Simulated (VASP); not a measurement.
# MnO2 (Pyrolusite): hyperfine terms and field gradients

Aim: the hyperfine contact terms and the field gradients at the nuclei of MnO2 (Pyrolusite), by functional. The start is a cell from a database of measured crystal structures.

Program: VASP 6.6.1. Level of theory: PBE, DFT+U (Mn d 4.5 eV), spin-polarised from a ferromagnetic start; plane waves and PAW (Mn_pv, O), in the first sound run; inputs show where later runs differ. Results are calculated unless marked as measured.

### Step 1. The starting structure

Symmetry: P4_2/mnm, No. 136, tetragonal system. Conventional cell: a = 4.398 Å, b = 4.398 Å, c = 2.873 Å, α = 90.00°, β = 90.00°, γ = 90.00°. Mn has 6 O at 1.88 to 1.90 Å nearest. Nearest to O lie 3 Mn at 1.88 to 1.90 Å. Farther neighbours and most contacts between anions are not listed.

### Step 2. Local probes at PBE

Field gradients probe the charge near the nuclei, so LASPH is on and the cutoff is at least 1.4 times the default of the data sets; this run is at PBE. LHYPERFINE adds the spin density at the nuclei, with NGYROMAG = 1 for all, so that values scale to any isotope.

INCAR reads:

```
SYSTEM = MnO2
PREC = Accurate
ENCUT = 560
EDIFF = 1E-07
NELM = 100
ISMEAR = -1
SIGMA = 0.05
LREAL = .FALSE.
ALGO = Normal
GGA = PE
NBANDS = 39
ISPIN = 2
MAGMOM = 4 4 0 0 0 0
LDAU = .TRUE.
LDAUTYPE = 2
LDAUL = 2 -1
LDAUU = 4.5 0
LDAUJ = 0 0
LDAUPRINT = 1
LASPH = .TRUE.
LMAXMIX = 4
LORBIT = 11
LWAVE = .FALSE.
LCHARG = .FALSE.
KPAR = 4
LEFG = .TRUE.
ICORELEVEL = 1
LHYPERFINE = .TRUE.
NGYROMAG = 1 1
```

POSCAR reads:

```
MnO2
1.0
    4.3983000000      0.0000000000      0.0000000000
    0.0000000000      4.3983000000      0.0000000000
    0.0000000000      0.0000000000      2.8730000000
Mn O
2 4
Direct
    0.5000000000      0.5000000000      0.5000000000
    0.0000000000      0.0000000000      0.0000000000
    0.8051500000      0.1948500000      0.5000000000
    0.6948500000      0.6948500000      0.0000000000
    0.1948500000      0.8051500000      0.5000000000
    0.3051500000      0.3051500000      0.0000000000
```

KPOINTS reads:

```
Automatic mesh
0
Gamma
6 6 10
0 0 0
```

Potentials, in the order of the species: Mn_pv and O (PBE family, release 64).

Run with:

```sh
$ mpirun -np 4 vasp_std
```

What it wrote:

```text
[banner, memory and clock lines left out]
running    4 mpi-ranks, on    1 nodes
 distrk:  each k-point on    1 cores,    4 groups
 distr:  one band on    1 cores,    1 groups

 POSCAR found type information on POSCAR MnO
 POSCAR found :  2 types and       6 ions
 LDA part: xc-table for (Slater+PW92), standard interpolation
 POSCAR, INCAR and KPOINTS ok, starting setup
 FFT: planning ... GRIDC
 FFT: planning ... GRID_SOFT
 FFT: planning ... GRID
 WAVECAR not read
 entering main loop
       N       E                     dE             d eps       ncg     rms          rms(c)
DAV:   1     0.652047080685E+03    0.65205E+03   -0.28531E+04  9584   0.164E+03
DAV:   2     0.500193922482E+01   -0.64705E+03   -0.59015E+03  9657   0.483E+02
DAV:   3    -0.542072629863E+02   -0.59209E+02   -0.58156E+02 10529   0.156E+02
DAV:   4    -0.552242345649E+02   -0.10170E+01   -0.10153E+01 10620   0.216E+01
DAV:   5    -0.552333232462E+02   -0.90887E-02   -0.90882E-02 10165   0.212E+00    0.449E+01
DAV:   6    -0.444563078495E+02    0.10777E+02   -0.60019E+01 11384   0.917E+01    0.404E+01
DAV:   7    -0.424545225026E+02    0.20018E+01   -0.35916E+01 10124   0.674E+01    0.191E+01
DAV:   8    -0.414903173980E+02    0.96421E+00   -0.28442E+00 10388   0.176E+01    0.824E+00
DAV:   9    -0.415434792318E+02   -0.53162E-01   -0.75033E-01 11398   0.104E+01    0.463E+00
DAV:  10    -0.414834286523E+02    0.60051E-01   -0.37402E-01 10562   0.655E+00    0.161E+00
DAV:  11    -0.414906771341E+02   -0.72485E-02   -0.20370E-02 10682   0.111E+00    0.485E-01
DAV:  12    -0.414921623877E+02   -0.14853E-02   -0.29438E-03 11256   0.466E-01    0.343E-01
DAV:  13    -0.414924990328E+02   -0.33665E-03   -0.87174E-04 10536   0.228E-01    0.812E-02
DAV:  14    -0.414925805868E+02   -0.81554E-04   -0.14064E-04 11270   0.109E-01    0.405E-02
DAV:  15    -0.414925962706E+02   -0.15684E-04   -0.36745E-05 10340   0.420E-02    0.298E-02
DAV:  16    -0.414925979150E+02   -0.16444E-05   -0.78594E-06 10615   0.299E-02    0.846E-03
DAV:  17    -0.414925987125E+02   -0.79744E-06   -0.20625E-06 10448   0.123E-02    0.498E-03
DAV:  18    -0.414925987422E+02   -0.29685E-07   -0.38558E-07  7725   0.495E-03
ion   1
     0.0000000    -1.3235694     0.0000000    -2.3919762     0.0000000    -0.0000000
     0.0000442    -1.3235694     0.0000000    -2.3919761     0.0000000    -0.0000000
     0.0000608    -1.3235694     0.0000000    -2.3919761     0.0000000    -0.0000000
     0.0000838    -1.3235693     0.0000000    -2.3919760     0.0000000    -0.0000000
     0.0001154    -1.3235693     0.0000000    -2.3919759     0.0000000    -0.0000000

     0.0000000    -6.7686280     0.0000000    12.8478672     0.0000000    -0.0000000
     0.0000442    -6.7685336     0.0000000    12.8475623     0.0000000    -0.0000000
     0.0000608    -6.7684734     0.0000000    12.8473865     0.0000000    -0.0000000
     0.0000838    -6.7683715     0.0000000    12.8470990     0.0000000    -0.0000000
     0.0001154    -6.7681999     0.0000000    12.8466318     0.0000000    -0.0000000

ion   2
     0.0000000     1.3235694     0.0000000    -2.3919762     0.0000000     0.0000000
     0.0000442     1.3235694     0.0000000    -2.3919761     0.0000000     0.0000000
     0.0000608     1.3235694     0.0000000    -2.3919761     0.0000000     0.0000000
     0.0000838     1.3235693     0.0000000    -2.3919760     0.0000000     0.0000000
     0.0001154     1.3235693     0.0000000    -2.3919759     0.0000000     0.0000000

     0.0000000     6.7686280     0.0000000    12.8478672     0.0000000     0.0000000
     0.0000442     6.7685336     0.0000000    12.8475623     0.0000000     0.0000000
     0.0000608     6.7684734     0.0000000    12.8473865     0.0000000     0.0000000
     0.0000838     6.7683715     0.0000000    12.8470990     0.0000000     0.0000000
     0.0001154     6.7681999     0.0000000    12.8466318     0.0000000     0.0000000

ion   3
     0.0000000    29.0417278    -0.0000000   -11.9605074     0.0000000    -0.0000000
     0.0000293    29.0417276    -0.0000000   -11.9605073     0.0000000    -0.0000000
     0.0000403    29.0417274    -0.0000000   -11.9605072     0.0000000    -0.0000000
     0.0000555    29.0417270    -0.0000000   -11.9605070     0.0000000    -0.0000000
     0.0000765    29.0417263    -0.0000000   -11.9605067     0.0000000    -0.0000000

     0.0000000    89.4899524    -0.0000000   -35.9209723     0.0000000    -0.0000000
     0.0000293    89.4899295    -0.0000000   -35.9209632     0.0000000    -0.0000000
     0.0000403    89.4899141    -0.0000000   -35.9209571     0.0000000    -0.0000000
     0.0000555    89.4898880    -0.0000000   -35.9209468     0.0000000    -0.0000000
     0.0000765    89.4898441    -0.0000000   -35.9209294     0.0000000    -0.0000000

ion   4
     0.0000000   -29.0417278     0.0000000   -11.9605074     0.0000000    -0.0000000
     0.0000293   -29.0417276     0.0000000   -11.9605073     0.0000000    -0.0000000
     0.0000403   -29.0417274     0.0000000   -11.9605072     0.0000000    -0.0000000
     0.0000555   -29.0417270     0.0000000   -11.9605070     0.0000000    -0.0000000
     0.0000765   -29.0417263     0.0000000   -11.9605067     0.0000000    -0.0000000

     0.0000000   -89.4899524     0.0000000   -35.9209723     0.0000000    -0.0000000
     0.0000293   -89.4899295     0.0000000   -35.9209632     0.0000000    -0.0000000
     0.0000403   -89.4899141     0.0000000   -35.9209571     0.0000000    -0.0000000
     0.0000555   -89.4898880     0.0000000   -35.9209468     0.0000000    -0.0000000
     0.0000765   -89.4898441     0.0000000   -35.9209294     0.0000000    -0.0000000

ion   5
     0.0000000    29.0417278    -0.0000000   -11.9605074     0.0000000    -0.0000000
     0.0000293    29.0417276    -0.0000000   -11.9605073     0.0000000    -0.0000000
     0.0000403    29.0417274    -0.0000000   -11.9605072     0.0000000    -0.0000000
     0.0000555    29.0417270    -0.0000000   -11.9605070     0.0000000    -0.0000000
     0.0000765    29.0417263    -0.0000000   -11.9605067     0.0000000    -0.0000000

     0.0000000    89.4899524    -0.0000000   -35.9209723     0.0000000    -0.0000000
     0.0000293    89.4899295    -0.0000000   -35.9209632     0.0000000    -0.0000000
     0.0000403    89.4899141    -0.0000000   -35.9209571     0.0000000    -0.0000000
     0.0000555    89.4898880    -0.0000000   -35.9209468     0.0000000    -0.0000000
     0.0000765    89.4898441    -0.0000000   -35.9209294     0.0000000    -0.0000000

ion   6
     0.0000000   -29.0417278     0.0000000   -11.9605074     0.0000000     0.0000000
     0.0000293   -29.0417276     0.0000000   -11.9605073     0.0000000     0.0000000
     0.0000403   -29.0417274     0.0000000   -11.9605072     0.0000000     0.0000000
     0.0000555   -29.0417270     0.0000000   -11.9605070     0.0000000     0.0000000
     0.0000765   -29.0417263     0.0000000   -11.9605067     0.0000000     0.0000000

     0.0000000   -89.4899524     0.0000000   -35.9209723     0.0000000     0.0000000
     0.0000293   -89.4899295     0.0000000   -35.9209632     0.0000000     0.0000000
     0.0000403   -89.4899141     0.0000000   -35.9209571     0.0000000     0.0000000
     0.0000555   -89.4898880     0.0000000   -35.9209468     0.0000000     0.0000000
     0.0000765   -89.4898441     0.0000000   -35.9209294     0.0000000     0.0000000

   1 F= -.41492599E+02 E0= -.41491246E+02  d E =-.270640E-02  mag=     6.0266
```

The job ended after 56 s (4 MPI ranks of AMD EPYC 9R45, shared host; peak memory 1.2 GiB; 3.6 min of CPU time).

Lines that name or quote the potential files are left out of all logs, and their timing lines are given in words.

(Part 1 of 4 ends here.)

[Lines on the potential files, build, host, timing and source positions are cut from VASP's logs without a mark.]

[Logs are printed without paths, hosts, clocks, repeated set-up lines and the standing remarks that a program may print on its own settings, such as how far it seeks lower states.]

[Hosts, paths, dates, database ids (printed as entryN), source tags and the programs' standing remarks are cut or masked in the printed files.]
